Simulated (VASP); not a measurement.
# BeAs3Br (P1) in VASP: single point with r2SCAN

Aim: the single point of BeAs3Br with r2SCAN.

Everything below comes from runs of VASP 6.6.1. Logs are shortened: lines on timing, memory, paths and dates and some standing lists are left out, and cuts for length are marked.

### 1 The structure

The typed cell holds 5 atoms: a = 4.042 Å, b = 4.002 Å, c = 4.172 Å, α = 88.32°, β = 90.73°, γ = 88.88°.

The cell was built by a generator and needn't be a form met in nature.

### 2 Single point, r2SCAN

Contents of POSCAR:

```
BeAs3Br
1.0
    4.0419056000      0.0393895100     -0.0265985400
    0.0393895100      4.0013234800      0.0599713800
   -0.0265985400      0.0599713800      4.1712547100
Br Be As
1 1 3
Direct
    0.4941180000      0.5144920000      0.4974730000
    0.0098360000      0.0074760000      0.9945940000
    0.0001180000      0.0088950000      0.4941930000
    0.4922080000      0.0020280000      0.9908800000
    0.9909770000      0.5108760000      0.9857140000
```

Contents of INCAR.step1:

```
SYSTEM = BeAs3Br
ALGO = Normal
EDIFF = 1E-4
ENCUT = 520
GGA = PE
ISMEAR = -1
LASPH = .TRUE.
LCHARG = .FALSE.
LREAL = .FALSE.
LWAVE = .TRUE.
NBANDS = 20
NELM = 100
PREC = Accurate
SIGMA = 0.0591
```

Contents of INCAR.step2:

```
SYSTEM = BeAs3Br
ALGO = Normal
EDIFF = 1E-7
ENCUT = 520
ISIF = 2
ISMEAR = -1
ISTART = 1
LASPH = .TRUE.
LCHARG = .TRUE.
LELF = .TRUE.
LMIXTAU = .TRUE.
LREAL = .FALSE.
LVHAR = .TRUE.
LWAVE = .FALSE.
METAGGA = R2SCAN
NBANDS = 20
NELM = 100
PREC = Accurate
SIGMA = 0.0591
```

Contents of KPOINTS:

```
Automatic mesh
0
Gamma
  5 5 4
  0 0 0.5
```

Potentials or basis: VASP PAW PBE potentials, release 64 (Br, Be, As).

Run with:

```
> cat potpaw_PBE.64/Br/POTCAR potpaw_PBE.64/Be/POTCAR potpaw_PBE.64/As/POTCAR > POTCAR
> cp INCAR.step1 INCAR
> mpirun -np 1 vasp_std > vasp.out
> cp INCAR.step2 INCAR
> mpirun -np 1 vasp_std > vasp.out
```

OUTCAR:

```text
SYSTEM = BeAs3Br
   EDIFF = 1E-7
   ENCUT = 520
   ISIF = 2
   ISMEAR = -1
   ISTART = 1
   LASPH = .TRUE.
   LREAL = .FALSE.
   METAGGA = R2SCAN
   NELM = 100
   PREC = Accurate

 ion  position               nearest neighbor table
   1  0.494  0.514  0.497-   3 2.78   4 2.83   5 2.84   3 2.85
   2  0.010  0.007  0.995-   4 1.95   5 1.99   5 2.01   3 2.09   3 2.09   4 2.09
   3  0.000  0.009  0.494-   2 2.09   2 2.09   1 2.78   5 2.82   1 2.85   4 2.85   5 2.88   4 2.91
                             5 2.91   4 2.92
   4  0.492  0.002  0.991-   2 1.95   2 2.09   5 2.79   1 2.83   5 2.84   5 2.85   3 2.85   5 2.89
                             3 2.91   3 2.92
   5  0.991  0.511  0.986-   2 1.99   2 2.01   4 2.79   3 2.82   1 2.84   4 2.84   4 2.85   3 2.88
                             4 2.89   3 2.91

  LATTYP: Found a triclinic cell.
 ALAT       =     5.8459491495
 B/A-ratio  =     0.6914505987
 C/A-ratio  =     1.6008995129
 COS(alpha) =     0.0030919440
 COS(beta)  =     0.6472815839
 COS(gamma) =     0.7005954188

  Lattice vectors:

 A1 = (   4.0685041400,  -0.0205818700,  -4.1978532500)
 A2 = (   4.0419056000,   0.0393895100,  -0.0265985400)
 A3 = (   0.0138075700,  -4.1212662400,  -8.4024808000)

Analysis of symmetry for initial positions (statically):
=====================================================================
 Subroutine PRICEL returns:
 Original cell was already a primitive cell.

 Routine SETGRP: Setting up the symmetry group for a
 triclinic supercell.

 Subroutine GETGRP returns: Found  1 space group operations
 (whereof  1 operations were pure point group operations)
 out of a pool of  2 trial point group operations.

The static configuration has the point symmetry C_1 .

Analysis of symmetry for dynamics (positions and initial velocities):
=====================================================================
 Subroutine PRICEL returns:
 Original cell was already a primitive cell.

 Routine SETGRP: Setting up the symmetry group for a
 triclinic supercell.

 Subroutine GETGRP returns: Found  1 space group operations
 (whereof  1 operations were pure point group operations)
 out of a pool of  2 trial point group operations.

The dynamic configuration has the point symmetry C_1 .

 Subroutine INISYM returns: Found  1 space group operations
 (whereof  1 operations are pure point group operations),
 and found     1 'primitive' translations

----------------------------------------------------------------------------------------

                                     Primitive cell

  volume of cell :      67.4376

  direct lattice vectors                    reciprocal lattice vectors
     4.041905600  0.039389510 -0.026598540     0.247442644 -0.002460034  0.001613218
     0.039389510  4.001323480  0.059971380    -0.002460034  0.249995632 -0.003609949
    -0.026598540  0.059971380  4.171254710     0.001613218 -0.003609949  0.239798208

  length of vectors
     4.042185040  4.001966728  4.171770596     0.247460131  0.250033797  0.239830804

  position of ions in fractional coordinates (direct lattice)
     0.494118000  0.514492000  0.497473000
     0.009836000  0.007476000  0.994594000
     0.000118000  0.008895000  0.494193000
     0.492208000  0.002028000  0.990880000
     0.990977000  0.510876000  0.985714000

  ion indices of the primitive-cell ions
   primitive index   ion index
                 1           1
                 2           2
                 3           3
                 4           4
                 5           5

----------------------------------------------------------------------------------------

 KPOINTS: Automatic mesh

Automatic generation of k-mesh.
 Grid dimensions read from file:
 generate k-points for:    5    5    4

 Generating k-lattice:

  Cartesian coordinates                     Fractional coordinates (reciprocal lattice)
     0.049488529 -0.000492007  0.000322644     0.200000000 -0.000000000  0.000000000
    -0.000492007  0.049999126 -0.000721990     0.000000000  0.200000000  0.000000000
     0.000403305 -0.000902487  0.059949552     0.000000000  0.000000000  0.250000000

  Length of vectors
     0.049492026  0.050006759  0.059957701

  Shift w.r.t. Gamma in fractional coordinates (k-lattice)
     0.000000000  0.000000000  0.500000000

 Subroutine IBZKPT returns following result:
 ===========================================

 Found     50 irreducible k-points:

 Following reciprocal coordinates:
            Coordinates               Weight
 -0.000000 -0.000000  0.125000      2.000000
  0.200000 -0.000000  0.125000      2.000000
  0.400000 -0.000000  0.125000      2.000000
 -0.400000 -0.000000  0.125000      2.000000
 -0.200000  0.000000  0.125000      2.000000
  0.000000  0.200000  0.125000      2.000000
[... 16 lines left out ...]
  0.400000 -0.200000  0.125000      2.000000
 -0.400000 -0.200000  0.125000      2.000000
 [... further k-points ...]
   k-points           NKPTS =     50   k-points in BZ     NKDIM =     50   number of bands    NBANDS=     20
   number of dos      NEDOS =    301   number of ions     NIONS =      5
   total plane-waves  NPLWV =  28800
   dimension x,y,z NGX =    30 NGY =   30 NGZ =   32
   dimension x,y,z NGXF=    60 NGYF=   60 NGZF=   64
   ions per type =               1   1   3
   NGX,Y,Z   is equivalent  to a cutoff of  12.34, 12.46, 12.75 a.u.
   NGXF,Y,Z  is equivalent  to a cutoff of  24.68, 24.92, 25.50 a.u.
 SYSTEM =  BeAs3Br
   PREC   = accura    normal or accurate (medium, high low for compatibility)
   ISTART =      1    job   : 0-new  1-cont  2-samecut
   ICHARG =      0    charge: 1-file 2-atom 10-const
   ISPIN  =      1    spin polarized calculation?
   LNONCOLLINEAR =      F non collinear calculations
   LSORBIT =      F    spin-orbit coupling
   LASPH  =      T    aspherical Exc in radial PAW
   ENCUT  =  520.0 eV  38.22 Ry    6.18 a.u.   7.52  7.44  7.76*2*pi/ulx,y,z
   NELM   =    100;   NELMIN=  2; NELMDL=  0     # of ELM steps
   EDIFF  = 0.1E-06   stopping-criterion for ELM
   LREAL  =      F    real-space projection
   EDIFFG = 0.1E-05   stopping-criterion for IOM
   NSW    =      0    number of steps for IOM
   IBRION =     -1    ionic relax: 0-MD 1-quasi-New 2-CG
   NFREE  =      0    steps in history (QN), initial steepest desc. (CG)
   ISIF   =      2    stress and relaxation
   ISYM   =      2    0-nonsym 1-usesym 2-fastsym
   POTIM  = 0.5000    time-step for ionic-motion
   TEBEG  =    0.0;   TEEND  =   0.0 temperature during run
   PSTRESS=    0.0 pullay stress
   NELECT =      24.0000    total number of electrons
   NUPDOWN=      -1.0000    fix difference up-down
   EMIN   =  10.00;   EMAX   =-10.00  energy-range for DOS
   EFERMI =   0.00;   METHOD = LEGACY
   ISMEAR =    -1;   SIGMA  =   0.06  broadening in eV -4-tet -1-fermi 0-gaus
   EFERMI_NEDOS =   21; number of points for ismear=-14 and -15
   IALGO  =     38    algorithm
   IMIX   =      4    mixing-type and parameters
     AMIX     =   0.40;   BMIX     =  1.00
     AMIX_MAG =   1.60;   BMIX_MAG =  1.00
  volume/ion in A,a.u.               =      13.49        91.02
  Fermi-wavevector in a.u.,A,eV,Ry     =   1.160142  2.192351 18.312484  1.345930
  Thomas-Fermi vector in A             =   2.296728
   LORBIT       =      0    0 simple, 1 ext, 2 COOP (PROOUT), +10 PAW based schemes
   METAGGA = R2SCAN    functional components
   LHFCALC =     F    Hartree Fock is set to
   AEXX    =    0.0000 exact exchange contribution
   IVDW    =     0    specifies the selected vdW correction
   LEPSILON=     F    determine dielectric tensor
   LRPA    =     F    only Hartree local field effects (RPA)
 non-spin polarized calculation
  energy-cutoff  :      520.00
  volume of cell :       67.44
 maximum number of plane-waves:      1832
 NGX is ok and might be reduce to    30
   NGX = 15   NGY = 15   NGZ = 15

 number of electron      23.9999999 magnetization

 Free energy of the ion-electron system (eV)
  ---------------------------------------------------
  ext. energy  EPLUGINS =         0.00000000
  ---------------------------------------------------
  free energy    TOTEN  =       -54.81258635 eV

  energy without entropy =      -54.77282689  energy(sigma->0) =      -54.79270662

 E-fermi :   8.9597     XC(G=0): -12.3415

 val. band max:        8.9537985920   @ k =   0.2000  -0.4000   0.3750
 cond. band min:       8.9720098659   @ k =  -0.2000   0.2000   0.1250
 fundamental gap:      0.0182112740
 Fermi energy:         8.9597222311

 k-point     1 :      -0.0000   -0.0000    0.1250
  band No.  band energies     occupation
      1     -10.1539      2.00000
      2      -5.3250      2.00000
      3      -1.7789      2.00000
      4      -0.3131      2.00000
      5       0.5937      2.00000
      6       0.6524      2.00000
[... 12 lines left out ...]
     19      14.5841      0.00000
     20      14.7408      0.00000

 k-point     2 :       0.2000   -0.0000    0.1250
  band No.  band energies     occupation
      1      -9.8824      2.00000
      2      -5.5777      2.00000
      3      -2.7306      2.00000
      4      -1.1016      2.00000
      5       1.0089      2.00000
      6       1.8272      2.00000
[... 12 lines left out ...]
     19      15.3419      0.00000
     20      16.2451      0.00000

 k-point     3 :       0.4000   -0.0000    0.1250
  band No.  band energies     occupation
      1      -9.2679      2.00000
      2      -6.4352      2.00000
      3      -3.4368      2.00000
      4      -1.0344      2.00000
      5       2.0131      2.00000
      6       2.3985      2.00000
[... 12 lines left out ...]
     19      17.6446      0.00000
     20      17.9003      0.00000

 k-point     4 :      -0.4000   -0.0000    0.1250
  band No.  band energies     occupation
      1      -9.2787      2.00000
      2      -6.4138      2.00000
      3      -3.4097      2.00000
      4      -1.0458      2.00000
      5       1.9688      2.00000
      6       2.2722      2.00000
[... 429 lines left out ...]
 k-point    23 :       0.4000   -0.2000    0.1250
  band No.  band energies     occupation
      1      -9.0451      2.00000
      2      -6.1594      2.00000
      3      -3.7542      2.00000
      4      -1.9690      2.00000
      5       1.1532      2.00000
      6       2.2286      2.00000
[... 12 lines left out ...]
     19      18.0668      0.00000
     20      18.3307      0.00000

 k-point    24 :      -0.4000   -0.2000    0.1250
  band No.  band energies     occupation
      1      -9.0794      2.00000
      2      -6.0970      2.00000
      3      -3.6989      2.00000
      4      -1.9329      2.00000
      5       1.0420      2.00000
      6       2.0426      2.00000
[... 12 lines left out ...]
     19      18.2192      0.00000
     20      18.5775      0.00000

 [... further k-points ...]

------------------------ aborting loop because EDIFF is reached ----------------------------------------

  FORCE on cell =-STRESS in cart. coord.  units (eV):
  Direction    XX          YY          ZZ          XY          YZ          ZX
  --------------------------------------------------------------------------------------
  -------------------------------------------------------------------------------------
  Total       21.9328060     21.7612641     19.6138095      0.3014313      0.5486722      0.0874602
  in kB      521.0777725    517.0022962    465.9832474      7.1613802     13.0353075      2.0778725
  external PRESSURE =     501.3544387 kB  Pullay stress =       0.0000000 kB

 VOLUME and BASIS-vectors are now :
 -----------------------------------------------------------------------------
  energy-cutoff  :      520.00
  volume of cell :       67.44
      direct lattice vectors                 reciprocal lattice vectors
     4.041905600  0.039389510 -0.026598540     0.247442644 -0.002460034  0.001613218
     0.039389510  4.001323480  0.059971380    -0.002460034  0.249995632 -0.003609949
    -0.026598540  0.059971380  4.171254710     0.001613218 -0.003609949  0.239798208

 POSITION                                       TOTAL-FORCE (eV/Angst)
 -----------------------------------------------------------------------------------
      2.00421      2.10795      2.09280         0.024372     -0.183262     -0.227727
      0.01360      0.08995      4.14889        -1.403427      0.305643      0.102000
     -0.01232      0.06523      2.06194        -0.141271      0.049831     -0.004328
      1.96318      0.08693      4.12024         1.664045      0.087614      0.042564
      3.99934      2.14233      4.11594        -0.143718     -0.259826      0.087491
 -----------------------------------------------------------------------------------
    total drift:                                0.000214      0.000127      0.000407

  FREE ENERGIE OF THE ION-ELECTRON SYSTEM (eV)
  ---------------------------------------------------
  free  energy   TOTEN  =       -54.8125863478 eV

  energy  without entropy=      -54.7728268936  energy(sigma->0) =      -54.79270662
```

Wall time 2.5 min (1 thread of Intel Xeon Platinum 8488C (Sapphire Rapids), shared host); peak memory 0.22 GiB.

Results:

```yaml
Free_energy: -54.8126 eV
Pressure: 50.1 GPa
Largest_force: 1.667 eV/Å
Band_gap_on_the_k_mesh: none (metal or under the smearing width)
```

Forces on the atoms (eV/Å):
```
Br   0.024 -0.183 -0.228
Be  -1.403  0.306  0.102
As  -0.141  0.050 -0.004
As   1.664  0.088  0.043
As  -0.144 -0.260  0.087
```

Levels at points of the mesh, in eV from the Fermi level:
```csv
k point,band 10,band 11,band 12,band 13,band 14,band 15
"(0.00, 0.00, 0.12)",-3.47,-0.14,0.26,0.59,3.49,3.91
```

Caveat: the k mesh is coarse (spacing up to 0.38 Å⁻¹), so the values aren't converged; a pressure of tens of GPa on the cell as given is suspect, and the run, the potentials or the cell itself is likely at fault; the PAW data sets were made with another functional, which shifts forces and pressure a little.
